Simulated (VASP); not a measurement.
**A VASP study of CrB2 (PBEsol + U): structure first, properties next**

Aim: relax CrB2, then compute properties on the relaxed cell. The steps: magnetic order: ferromagnetic, magnetic order: antiferromagnetic, q = (0, 0, 1/2), magnetic order: antiferromagnetic, q = (1/2, 1/2, 1/2), magnetic order: antiferromagnetic, q = (1/2, 1/2, 0), the orders side by side, relaxing cell and atoms (PBEsol + U), second relaxation, single point with fields (PBEsol + U), bands along the symmetry lines (PBEsol + U), density of states (PBEsol + U) and optical spectrum (PBEsol + U). The start is a cell from a database of measured crystal structures.

Main program and level: VASP 6.6.1; PBEsol, DFT+U (Cr d 3 eV), spin-polarised from a ferromagnetic start (one magnetic atom a cell); plane waves and PAW (Cr_pv, B), in the first sound run; inputs show where later runs differ.

Report form: the programs' logs are mostly left out.

### 1. The starting structure

It takes space group P6/mmm (No. 191, hexagonal). Conventional cell: a = 2.970 Å, b = 2.970 Å, c = 3.070 Å, α = 90.00°, β = 90.00°, γ = 120.00°. Cr has 12 B at 2.30 Å nearest. Nearest to B lie 3 B at 1.71 Å and 6 Cr at 2.30 Å. Farther neighbours are not listed.

### 2. Magnetic order: ferromagnetic

The properties of a magnet depend on its order, so a few collinear patterns are compared first on the cell as listed, beginning with all moments parallel. PBEsol restores the gradient expansion of exchange and is tuned for the cells of solids. A Hubbard U penalises fractional filling of the localised shell, which semilocal functionals favour.

Input file INCAR:

```
SYSTEM = CrB2
PREC = Accurate
ENCUT = 420
EDIFF = 1E-06
NELM = 100
ISMEAR = 0
SIGMA = 0.05
LREAL = .FALSE.
ALGO = Normal
GGA = PS
NBANDS = 18
ISPIN = 2
MAGMOM = 3 0 0
LDAU = .TRUE.
LDAUTYPE = 2
LDAUL = 2 -1
LDAUU = 3 0
LDAUJ = 0 0
LDAUPRINT = 1
LASPH = .TRUE.
LMAXMIX = 4
LORBIT = 11
LWAVE = .FALSE.
LCHARG = .FALSE.
KPAR = 8
ISIF = 2
```

Input file POSCAR:

```
CrB2
1.0
    2.9700000000      0.0000000000      0.0000000000
   -1.4850000000      2.5720954492      0.0000000000
    0.0000000000      0.0000000000      3.0700000000
Cr B
1 2
Direct
    0.0000000000      0.0000000000      0.0000000000
    0.3333333333      0.6666666667      0.5000000000
    0.6666666667      0.3333333333      0.5000000000
```

Input file KPOINTS:

```
Automatic mesh
0
Gamma
9 9 7
0 0 0
```

The projector-augmented-wave data sets are Cr_pv and B (PBE family, release 64).

On the command line:

```sh
$ mpirun -np 8 vasp_std
```

Wall time 4.6 s (8 MPI ranks of Intel Xeon 6975P-C (Granite Rapids), shared host); peak memory 1.2 GiB.

A U on the itinerant d states of such a compound is hard to justify; it moves the bands at the Fermi level and favours large moments. The PAW data sets were made with PBE, which is usual practice but a small mismatch for other functionals. At this level the cell is under a pressure of 4.4 GPa, so at these settings it is away from equilibrium.

Numbers from this step:

```yaml
scf_cycles: 18
electrons: 18
bands: 18
irreducible_k_points: 48
symmetry_operations: 24
free_energy_toten: -22.51 eV
energy_at_zero_smearing: -22.51 eV
fermi_energy: 9.922 eV
pressure: 4.384 GPa
moment_of_the_cell_from_the_last_line_of_the_log: 2.227 μB
metallic: yes
```

Spin moment in the PAW sphere by atom:

```csv
atom,spin moment in the PAW sphere (μB)
Cr1,2.43
B2,-0.10
B3,-0.10
```

The run ends ferromagnetic with a largest moment of 2.43 μB, and the mesh shows no gap.

### 3. Magnetic order: antiferromagnetic, q = (0, 0, 1/2)

This step: PBEsol, DFT+U (Cr d 3 eV), spin-polarised from an antiferromagnetic start; plane waves and PAW (Cr_pv, B) (VASP 6.6.1).

System of this step: CrB2. The structure is hexagonal, space group P6/mmm (No. 191). The conventional cell has a = 2.970 Å, b = 2.970 Å, c = 3.070 Å, α = 90.00°, β = 90.00°, γ = 120.00°. Cr has 12 B at 2.30 Å nearest. Nearest to B lie 3 B at 1.71 Å and 6 Cr at 2.30 Å. Farther neighbours are not listed.

Next, a pattern with opposite moments, which needs a doubled cell; q is given in the reciprocal vectors of the primitive cell.

Changes to INCAR since step 2:

```diff
@@ -10,5 +10,5 @@
 GGA = PS
-NBANDS = 18
+NBANDS = 27
 ISPIN = 2
-MAGMOM = 3 0 0
+MAGMOM = 3 -3 0 0 0 0
 LDAU = .TRUE.
```

Input file POSCAR:

```
CrB2
1.0
    2.9700000000      0.0000000000      0.0000000000
   -1.4850000000      2.5720954492      0.0000000000
    0.0000000000      0.0000000000      6.1400000000
Cr B
2 4
Direct
    0.0000000000      0.0000000000      0.0000000000
    0.0000000000      0.0000000000      0.5000000000
    0.3333333333      0.6666666667      0.2500000000
    0.3333333333      0.6666666667      0.7500000000
    0.6666666667      0.3333333333      0.2500000000
    0.6666666667      0.3333333333      0.7500000000
```

Input file KPOINTS:

```
Automatic mesh
0
Gamma
9 9 4
0 0 0
```

On the command line:

```sh
$ mpirun -np 8 vasp_std
```

Elapsed: 7.6 s, on 8 MPI ranks; peak memory 1.5 GiB.

At this level the cell is under a pressure of 8.5 GPa, so at these settings it is away from equilibrium.

This step gave:

```yaml
scf_cycles: 17
electrons: 36
bands: 27
irreducible_k_points: 36
free_energy_toten: -45.06 eV
energy_at_zero_smearing: -45.06 eV
fermi_energy: 9.918 eV
pressure: 8.507 GPa
```

Spin moment in the PAW sphere by atom:

```csv
atom,spin moment in the PAW sphere (μB)
Cr1,2.66
Cr2,-2.66
B3,0.00
B4,0.00
B5,0.00
B6,0.00
```

The energy lies -6.9 meV an atom from the first pattern. The run ends antiferromagnetic with a largest moment of 2.66 μB, and the mesh shows no gap.

### 4. Magnetic order: antiferromagnetic, q = (1/2, 1/2, 1/2)

INCAR is that of step 3.

Input file POSCAR:

```
CrB2
1.0
    5.9400000000      0.0000000000      0.0000000000
    1.4850000000      2.5720954492      0.0000000000
    2.9700000000      0.0000000000      3.0700000000
Cr B
2 4
Direct
    0.0000000000      0.0000000000      0.0000000000
    0.5000000000      0.0000000000      0.0000000000
    0.5833333333      0.6666666667      0.5000000000
    0.0833333333      0.6666666667      0.5000000000
    0.9166666667      0.3333333333      0.5000000000
    0.4166666667      0.3333333333      0.5000000000
```

Input file KPOINTS:

```
Automatic mesh
0
Gamma
9 9 9
0 0 0
```

On the command line:

```sh
$ mpirun -np 8 vasp_std
```

Run time: 19 s. Hardware: 8 MPI ranks; peak memory 2.4 GiB.

At this level the cell is under a pressure of 5.8 GPa, so at these settings it is away from equilibrium.

Numbers from this step:

```yaml
irreducible_k_points: 125
symmetry_operations: 8
free_energy_toten: -44.94 eV
energy_at_zero_smearing: -44.94 eV
fermi_energy: 10.40 eV
pressure: 5.837 GPa
```

Spin moment in the PAW sphere by atom:

```csv
atom,spin moment in the PAW sphere (μB)
Cr1,2.55
Cr2,-2.55
B3,0.00
B4,0.00
B5,0.00
B6,0.00
```

Force by atom:

```csv
atom,x (eV/Å),y (eV/Å),z (eV/Å),size
Cr1,0.000,0.000,0.000,0.000
Cr2,0.000,0.000,0.000,0.000
B3,-0.096,0.055,0.000,0.111
B4,-0.096,0.055,0.000,0.111
B5,0.096,-0.055,0.000,0.111
B6,0.096,-0.055,0.000,0.111
```

The energy lies +13.1 meV an atom from the first pattern. The run ends antiferromagnetic with a largest moment of 2.55 μB, and the mesh shows no gap.

### 5. Magnetic order: antiferromagnetic, q = (1/2, 1/2, 0)

INCAR is that of step 4.

Input file POSCAR:

```
CrB2
1.0
    5.9400000000      0.0000000000      0.0000000000
    1.4850000000      2.5720954492      0.0000000000
    0.0000000000      0.0000000000      3.0700000000
Cr B
2 4
Direct
    0.0000000000      0.0000000000      0.0000000000
    0.5000000000      0.0000000000      0.0000000000
    0.8333333333      0.6666666667      0.5000000000
    0.3333333333      0.6666666667      0.5000000000
    0.1666666667      0.3333333333      0.5000000000
    0.6666666667      0.3333333333      0.5000000000
```

Input file KPOINTS:

```
Automatic mesh
0
Gamma
9 9 7
0 0 0
```

On the command line:

```sh
$ mpirun -np 8 vasp_std
```

Wall time 14 s (8 MPI ranks); peak memory 2.1 GiB; 1.8 min of CPU time.

At this level the cell is under a pressure of 5.7 GPa, so at these settings it is away from equilibrium.

This step gave:

| Item | Value |
| --- | --- |
| irreducible k-points | 100 |
| free energy (TOTEN) | -45.05 eV |
| energy at zero smearing | -45.05 eV |
| Fermi energy | 10.21 eV |
| pressure | 5.654 GPa |

Force by atom:

```csv
atom,x (eV/Å),y (eV/Å),z (eV/Å),size
Cr1,0.000,0.000,0.000,0.000
Cr2,0.000,0.000,0.000,0.000
B3,0.292,-0.169,0.000,0.337
B4,0.292,-0.169,0.000,0.337
B5,-0.292,0.169,0.000,0.337
B6,-0.292,0.169,0.000,0.337
```

The energy lies -4.9 meV an atom from the first pattern. The run ends antiferromagnetic with a largest moment of 2.56 μB, and the mesh shows no gap.

### 6. The orders side by side

This step: collinear orders at PBEsol, DFT+U (Cr d 3 eV); plane waves and PAW (VASP 6.6.1).

No new run; the numbers come from the runs before.

Patterns, by row:

```csv
start,atoms,energy less that of the first (meV/atom),largest site moment (μB),end state
ferromagnetic,3,0,2.43,ferromagnetic
"antiferromagnetic, q = (0, 0, 1/2)",6,-6.9,2.66,antiferromagnetic
"antiferromagnetic, q = (1/2, 1/2, 1/2)",6,13.1,2.55,antiferromagnetic
"antiferromagnetic, q = (1/2, 1/2, 0)",6,-4.9,2.56,antiferromagnetic
```

The session goes on in the lowest magnetic state found: antiferromagnetic, q = (0, 0, 1/2). The next one lies 2.0 meV an atom higher. Differences this small don't decide the order on unrelaxed cells.

### 7. Relaxing cell and atoms (PBEsol + U)

This step: PBEsol, DFT+U (Cr d 3 eV), spin-polarised from an antiferromagnetic start; plane waves and PAW (Cr_pv, B) (VASP 6.6.1).

Properties are meant for the cell that this level of theory prefers, so cell and atoms are relaxed first (ISIF = 3) until forces and stress are small; EDIFFG sets the threshold.

Changes to INCAR since step 5:

```diff
@@ -12,3 +12,3 @@
 ISPIN = 2
-MAGMOM = 3 -3 0 0 0 0
+MAGMOM = 2.66 -2.66 0 0 0 0
 LDAU = .TRUE.
@@ -25,2 +25,5 @@
 KPAR = 8
-ISIF = 2
+IBRION = 2
+NSW = 60
+ISIF = 3
+EDIFFG = -0.01
```

Input file POSCAR:

```
CrB2
1.0
    2.9700000000      0.0000000000      0.0000000000
   -1.4850000000      2.5720954492      0.0000000000
    0.0000000000      0.0000000000      6.1400000000
Cr B
2 4
Direct
    0.0000000000      0.0000000000      0.0000000000
    0.0000000000      0.0000000000      0.5000000000
    0.3333333333      0.6666666667      0.2500000000
    0.3333333333      0.6666666667      0.7500000000
    0.6666666667      0.3333333333      0.2500000000
    0.6666666667      0.3333333333      0.7500000000
```

Input file KPOINTS:

```
Automatic mesh
0
Gamma
9 9 4
0 0 0
```

On the command line:

```sh
$ mpirun -np 8 vasp_std
```

The job ended after 25 s (8 MPI ranks; peak memory 1.6 GiB).

The magnetic order is the lowest of the few collinear ones that converged above; longer or canted patterns were not tried. The cell is doubled for it, so bands and modes from the zone boundary of the chemical cell fold onto Γ and the labels are those of the larger cell. The run keeps the 24 symmetry operations of its start, so it cannot find a distortion of lower symmetry.

The steps of the relaxation:

```csv
step,energy less that of the first step (eV),largest force (eV/Å),pressure (GPa),volume (Å³)
1,0.0000,0.0000,8.53,46.90
2,-0.0235,0.0000,-6.35,49.78
3,-0.0538,0.0000,-0.40,48.51
4,-0.0538,0.0000,-0.18,48.48
5,-0.0545,0.0000,-0.05,48.39
6,-0.0546,0.0000,0.14,48.31
```

```csv
cell as run,before,after,change
a (Å),2.970,3.018,+1.6 %
b (Å),2.970,3.018,+1.6 %
c (Å),6.140,6.126,-0.2 %
volume (Å³/atom),7.82,8.05,+3.0 %
```

Final coordinates:

```xyz
6
Lattice="3.0177 0.0000 0.0000 -1.5089 2.6134 0.0000 0.0000 0.0000 6.1260" Properties=species:S:1:pos:R:3 pbc="T T T"
Cr    0.0000    0.0000    0.0000
Cr    0.0000    0.0000    3.0630
B     0.0000    1.7423    1.5315
B     0.0000    1.7423    4.5945
B     1.5089    0.8711    1.5315
B     1.5089    0.8711    4.5945
```

This step gave:

```yaml
irreducible_k_points: 36
symmetry_operations: 24
free_energy_toten: -45.12 eV
energy_at_zero_smearing: -45.12 eV
fermi_energy: 9.569 eV
pressure: 0.1397 GPa
scf_cycles_over_all_ionic_steps: 54
```

Spin moment in the PAW sphere by atom:

```csv
atom,spin moment in the PAW sphere (μB)
Cr1,2.72
Cr2,-2.72
B3,0.00
B4,0.00
B5,0.00
B6,0.00
```

It ends with forces that vanish by symmetry and a pressure of 0.14 GPa.

### 8. Second relaxation

The basis stayed that of the start cell while the cell moved. A rerun from the cell reached resets it; the error of the finite cutoff stays.

INCAR is that of step 7.

Changes to POSCAR since step 7:

```diff
@@ -2,5 +2,5 @@
 1.0
-    2.9700000000      0.0000000000      0.0000000000
-   -1.4850000000      2.5720954492      0.0000000000
-    0.0000000000      0.0000000000      6.1400000000
+    3.0177233324      0.0000000000      0.0000000000
+   -1.5088616662      2.6134250674      0.0000000000
+    0.0000000000      0.0000000000      6.1260153187
 Cr B
```

KPOINTS is that of step 7.

On the command line:

```sh
$ mpirun -np 8 vasp_std
```

It took 13 s on 8 MPI ranks; peak memory 1.6 GiB; 1.7 min of CPU time.

Little changed from the start: no atom moved by 0.005 Å and no cell edge by 0.1 %.

Numbers from this step:

| Quantity | Value |
| --- | --- |
| Fermi energy | 9.554 eV |
| pressure | 0.01129 GPa |
| SCF cycles over all ionic steps | 29 |

It ends with forces that vanish by symmetry and a pressure of 0.01 GPa. The volume moved by only 0.12 %, so the volume is settled.

### 9. Single point with fields (PBEsol + U)

A single point on the relaxed cell gives a clean self-consistent state, with density, ELF and potential written out.

Changes to INCAR since step 8:

```diff
@@ -23,7 +23,5 @@
 LWAVE = .FALSE.
-LCHARG = .FALSE.
-KPAR = 8
-IBRION = 2
-NSW = 60
-ISIF = 3
-EDIFFG = -0.01
+LCHARG = .TRUE.
+ISIF = 2
+LELF = .TRUE.
+LVHAR = .TRUE.
```

Changes to POSCAR since step 8:

```diff
@@ -2,5 +2,5 @@
 1.0
-    3.0177233324      0.0000000000      0.0000000000
-   -1.5088616662      2.6134250674      0.0000000000
-    0.0000000000      0.0000000000      6.1260153187
+    3.0188400916      0.0000000000      0.0000000000
+   -1.5094200458      2.6143922093      0.0000000000
+    0.0000000000      0.0000000000      6.1287620530
 Cr B
```

KPOINTS is that of step 8.

On the command line:

```sh
$ mpirun -np 8 vasp_std
```

Run time: 9.2 s. Hardware: 8 MPI ranks; peak memory 0.9 GiB; 69 s of CPU time.

With spin, VASP writes an ELF for each channel.

Numbers from this step:

| Item | Value |
| --- | --- |
| bands | 32 |
| pressure | -0.004897 GPa |

Valence electrons inside each PAW sphere by angular momentum. Sphere charges, by row:

```csv
atom,s (e),p (e),d (e),tot (e)
Cr1,0.276,6.343,4.299,10.92
Cr2,0.276,6.343,4.299,10.92
B3,0.68,1.317,0,1.997
B4,0.68,1.317,0,1.997
B5,0.68,1.317,0,1.997
B6,0.68,1.317,0,1.997
```

Spin density in the ac plane at fractional y = 0.000, with atoms of Cr within 0.2 Å of it.

Ten even steps from '0' (-3.4 e/Å³) to '9' (3.5 e/Å³), each cell a mean:
```
9876555545555678
7655555444555556
6555554444455555
5555544444445555
5555444444444555
4444444444444444
4444444555444444
4444444555444444
4444444555444444
2344444444444443
1134444444444431
0023444444444320
0123444444444321
2234444444444432
4444444555444444
4444444555444444
4444445555544444
4444444444444444
5555444444444555
5555544444445555
5555554444455555
7655555444555556
8865555545555568
9976555555555679
```
Columns run along a (3.0 Å), rows up along c (6.1 Å). Atoms in or near the plane, at fractional coordinates: Cr at (0.00, 0.00), Cr at (0.00, 0.50).

Electrostatic potential energy in the ac plane at fractional y = 0.000, with atoms of Cr within 0.2 Å of it. With pseudopotentials it is smooth inside the atoms' cores, unlike the true potential.

Ten even steps from '0' (-59 eV) to '9' (0 eV), each cell a mean:
```
0013589999985310
1235799999997532
4567899999998765
8889999999999988
9999999989999999
9999999888999999
9999999888999999
8899999999999998
5668999999999866
2245799999997542
0013689999986310
0002589999985200
0013589999985310
1235799999997532
5567999999999765
8889999999999988
9999999999999999
9999999888999999
9999999888999999
8999999999999999
5668999999999866
2235799999997532
0013689999986310
0002589999985200
```
Columns run along a (3.0 Å; values clipped at the 3rd and 97th percentile), rows up along c (6.1 Å). Atoms in or near the plane, at fractional coordinates: Cr at (0.00, 0.00), Cr at (0.00, 0.50).

ELF of up spins in the ac plane at fractional y = 0.000, with atoms of Cr within 0.2 Å of it. It is the smooth field of the valence electrons, not physical close to the nuclei.

Values, 24 rows by 16 columns, each cell a mean:
```
0.05 0.09 0.25 0.34 0.24 0.14 0.15 0.22 0.26 0.22 0.15 0.14 0.24 0.34 0.25 0.09
0.30 0.31 0.31 0.24 0.16 0.16 0.27 0.39 0.43 0.39 0.27 0.16 0.16 0.24 0.31 0.31
0.33 0.29 0.21 0.15 0.16 0.30 0.48 0.60 0.63 0.60 0.48 0.30 0.16 0.15 0.21 0.29
0.14 0.13 0.12 0.17 0.32 0.52 0.67 0.75 0.78 0.75 0.67 0.52 0.32 0.17 0.12 0.13
0.10 0.12 0.16 0.28 0.46 0.64 0.76 0.82 0.84 0.82 0.76 0.64 0.46 0.28 0.16 0.12
0.12 0.14 0.20 0.33 0.50 0.67 0.78 0.85 0.86 0.85 0.78 0.67 0.50 0.33 0.20 0.14
0.11 0.12 0.18 0.30 0.48 0.65 0.77 0.83 0.85 0.83 0.77 0.65 0.48 0.30 0.18 0.12
0.12 0.12 0.12 0.19 0.35 0.55 0.69 0.77 0.79 0.77 0.69 0.55 0.35 0.19 0.12 0.12
0.29 0.25 0.18 0.14 0.19 0.36 0.54 0.64 0.67 0.64 0.54 0.36 0.19 0.14 0.18 0.25
0.36 0.35 0.30 0.21 0.15 0.18 0.32 0.44 0.49 0.44 0.32 0.18 0.15 0.21 0.30 0.35
0.08 0.13 0.27 0.33 0.23 0.14 0.16 0.24 0.28 0.24 0.16 0.14 0.23 0.33 0.27 0.13
0.01 0.01 0.18 0.37 0.29 0.16 0.13 0.18 0.20 0.18 0.13 0.16 0.29 0.37 0.18 0.01
0.05 0.08 0.24 0.34 0.25 0.15 0.15 0.22 0.25 0.22 0.15 0.15 0.25 0.34 0.24 0.08
0.31 0.32 0.32 0.25 0.16 0.16 0.26 0.38 0.42 0.38 0.26 0.16 0.16 0.25 0.32 0.32
0.33 0.29 0.20 0.14 0.17 0.31 0.50 0.61 0.65 0.61 0.50 0.31 0.17 0.14 0.20 0.29
0.15 0.13 0.13 0.17 0.32 0.52 0.67 0.75 0.77 0.75 0.67 0.52 0.32 0.17 0.13 0.13
0.10 0.12 0.16 0.28 0.45 0.63 0.75 0.82 0.84 0.82 0.75 0.63 0.45 0.28 0.16 0.12
0.12 0.14 0.20 0.33 0.50 0.67 0.78 0.85 0.86 0.85 0.78 0.67 0.50 0.33 0.20 0.14
0.11 0.12 0.18 0.30 0.47 0.65 0.77 0.83 0.85 0.83 0.77 0.65 0.47 0.30 0.18 0.12
0.12 0.11 0.13 0.20 0.36 0.56 0.70 0.78 0.80 0.78 0.70 0.56 0.36 0.20 0.13 0.11
0.28 0.25 0.17 0.14 0.19 0.36 0.54 0.65 0.68 0.65 0.54 0.36 0.19 0.14 0.17 0.25
0.35 0.34 0.30 0.22 0.15 0.17 0.30 0.43 0.47 0.43 0.30 0.17 0.15 0.22 0.30 0.34
0.10 0.14 0.27 0.32 0.23 0.14 0.17 0.25 0.28 0.25 0.17 0.14 0.23 0.32 0.27 0.14
0.01 0.01 0.18 0.37 0.29 0.16 0.13 0.18 0.20 0.18 0.13 0.16 0.29 0.37 0.18 0.01
```
Columns run along a (3.0 Å), rows up along c (6.1 Å). Atoms in or near the plane, at fractional coordinates: Cr at (0.00, 0.00), Cr at (0.00, 0.50).

In this run the pressure is 0.00 GPa, small enough to go on.

[end of part 1 of 2]

[Lines on the potential files, build, host, timing and source positions are cut from VASP's logs without a mark.]

[Logs are printed without paths, hosts, clocks, repeated set-up lines and the standing remarks that a program may print on its own settings, such as how far it seeks lower states.]

[Hosts, paths, dates, database ids (printed as entryN), source tags and the programs' standing remarks are cut or masked in the printed files.]

[A measured line is paired with the nearest computed mode of its activity, which favours agreement.]
